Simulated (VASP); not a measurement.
Write the native input for VASP 6.6.1 that does the following.

```yaml
Task: density of states
Functional: PBE
Potentials_or_basis: VASP PAW PBE potentials, release 64 (Si, B)
Cutoff: 520 eV
k_mesh: 12 × 12 × 6
Occupations: gaussian, width 0.1 eV
Spin: no spin polarisation
k_mesh_for_the_DOS: 18 × 18 × 9
Occupations_for_the_DOS: tetrahedron
Further_INCAR_settings: ALGO = Normal; EDIFF = 1e-07; NBANDS = 15
```

SiB:

```
Si B
1.0
     3.19845    0.00000    0.00000
    -1.59923    2.76994    0.00000
     0.00000    0.00000    5.85272
Si B
2 2
Direct
  0.00000 0.00000 0.70271
  0.00000 0.00000 0.29729
  0.66667 0.33333 0.86004
  0.66667 0.33333 0.13996
```

The cell was built by a generator and needn't be a form met in nature.

One way to write it, as run:

POSCAR

```
SiB                                     
1.0
    3.1984505071      0.0000000000      0.0000000000
   -1.5992252536      2.7699393901      0.0000000000
    0.0000000000      0.0000000000      5.8527200821
  Si              B             
     2     2
Direct
     0.0000000000000000    0.0000000000000000    0.7027120439598065
     0.0000000000000000    0.0000000000000000    0.2972879560401935
     0.6666666699999979    0.3333333300000021    0.8600372609793254
     0.6666666699999979    0.3333333300000021    0.1399627390206746
```

INCAR.step1

```
SYSTEM = SiB
PREC = Accurate
ENCUT = 520
EDIFF = 1E-7
ISMEAR = 0
SIGMA = 0.1
LREAL = .FALSE.
LASPH = .TRUE.
NELM = 100
ALGO = Normal
ISIF = 2
LWAVE = .FALSE.
LCHARG = .TRUE.
GGA = PE
NBANDS = 15
KPAR = 2
```

KPOINTS.step1

```
Automatic mesh
0
G
  12 12 6
  0 0 0
```

INCAR.step2

```
SYSTEM = SiB
PREC = Accurate
ENCUT = 520
EDIFF = 1E-7
ISMEAR = -5
SIGMA = 0.1
LREAL = .FALSE.
LASPH = .TRUE.
NELM = 100
ALGO = Normal
ISIF = 2
LWAVE = .FALSE.
LCHARG = .FALSE.
GGA = PE
LORBIT = 11
NBANDS = 15
KPAR = 2
NEDOS = 2001
ICHARG = 11
```

KPOINTS.step2

```
Automatic mesh
0
G
  18 18 9
  0 0 0
```

Potentials or basis: VASP PAW PBE potentials, release 64 (Si, B).

Command:

```bash
$ cat potpaw_PBE.64/Si/POTCAR potpaw_PBE.64/B/POTCAR > POTCAR
$ cp INCAR.step1 INCAR
$ cp KPOINTS.step1 KPOINTS
$ mpirun -np 2 vasp_std > vasp.out
$ cp INCAR.step2 INCAR
$ cp KPOINTS.step2 KPOINTS
$ mpirun -np 2 vasp_std > vasp.out
```

It gave:

```
Valence electrons inside the program's atomic spheres : Si 1.66; B 1.92
```

Wall time 25 s on 2 MPI ranks on Intel(R) Xeon(R) Platinum 8559C (Emerald Rapids) (shared host), peak memory 0.23 GiB a rank.
